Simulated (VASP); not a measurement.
## HfO₂ (relaxed from the layer:CdI2 structure): computed properties

All values below come from r2SCAN meta-GGA, VASP's PBE PAW potentials (set 64) (plane waves; VASP).

```json
{
 "space_group": "P-3m1 (164)",
 "cell": "a = 3.220 Å, b = 3.220 Å, c = 15.868 Å, α = 90.00°, β = 90.00°, γ = 120.00°",
 "band gap (over mesh and band path)": "5.55 eV",
 "smallest direct gap (over mesh and band path)": "5.78 eV",
 "band_edge_character": "indirect, K-Γ at 0.47 to M"
}
```

```
CELL_PARAMETERS angstrom
      3.21956     0.00000     0.00000
     -1.60978     2.78822     0.00000
      0.00000     0.00000    15.86788
ATOMIC_POSITIONS crystal
  Hf 0.00000 0.00000 0.50000
  O  0.33333 0.66667 0.56011
  O  0.66667 0.33333 0.43989
```

The cell holds vacuum, so volume and density refer to the whole cell. The cell holds a wide vacuum, so values per volume refer to the whole cell. Unless said otherwise, spin-orbit coupling is left out, though it shifts the bands of the heavy elements here.

The cell is a sheet with vacuum, built from a generated structure.
